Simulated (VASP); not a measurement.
An input for Ansatz (written as the equivalent of a VASP run, and not itself run):

Ansatz 0.2 input:
```yaml
crystal:
  lattice:
    - [2.9716348, 0.0000000, 0.0000000]
    - [-1.4858174, 2.5735117, 0.0000000]
    - [0.0000000, 0.0000000, 5.0440959]
  atoms:
    - { symbol: Ga, position: [0.0000000, 0.0000000, 0.0000000] }
    - { symbol: Ga, position: [0.0000000, 0.0000000, 0.5000000] }
    - { symbol: N, position: [0.3333330, 0.6666670, 0.2500000] }
    - { symbol: N, position: [0.6666670, 0.3333330, 0.7500000] }
kpoints:
  mp_grid: { grid: [9, 9, 5] }
hamiltonian:
  xc: pbesol
  pseudopotentials: { kind: paw }
scf:
  occupations: { method: gaussian, width: 0.05 }
  max_iter: 100
relax:
  max_steps: 40
  f_tol: 0.02
  cell: {}
output: { forces: true, stress: true, eigenvalues: true }
```

Problem. Translate this input to VASP (INCAR, KPOINTS, POSCAR, choice of POTCAR).

Solution. Several could match; the one computed here: 
POSCAR:
```
GaN
1
    2.9716347640     0.0000000000     0.0000000000
   -1.4858173820     2.5735116888     0.0000000000
    0.0000000000     0.0000000000     5.0440958976
Ga N
2 2
Direct
  0.0000000000   0.0000000000   0.0000000000
  0.0000000000   0.0000000000   0.5000000000
  0.3333330000   0.6666670000   0.2500000000
  0.6666670000   0.3333330000   0.7500000000
```

KPOINTS:
```
Automatic mesh
0
Gamma
9 9 5
0 0 0
```

**INCAR**
```
! general
SYSTEM  = GaN
PREC    = Accurate
ENCUT   = 620
LREAL   = .FALSE.
LASPH   = .TRUE.

! electronic loop
EDIFF   = 1E-6
NELM    = 100
ALGO    = Normal
LMAXMIX = 4

! smearing
ISMEAR  = 0
SIGMA   = 0.05

! functional
GGA     = PS

! ions
IBRION  = 2
NSW     = 40
ISIF    = 3
EDIFFG  = -0.02

! output
LWAVE   = .FALSE.
LCHARG  = .FALSE.
```

POTCAR, in this order: Ga_d N (PBE.64 set). Program: vasp_std.

What does not carry over: each code has its own PAW files, so the cut-off isn't converted (ENCUT is set for VASP's; basis.ecutwfc is left out, and Ansatz then takes the one that its files recommend); Ansatz stops its SCF on the density residual and VASP on the energy change (EDIFF).

The structure was generated: GaN was put into the NiAs type type (P6_3/mmc), which need not be its known phase. It was relaxed first, which changed the volume by +10 %.
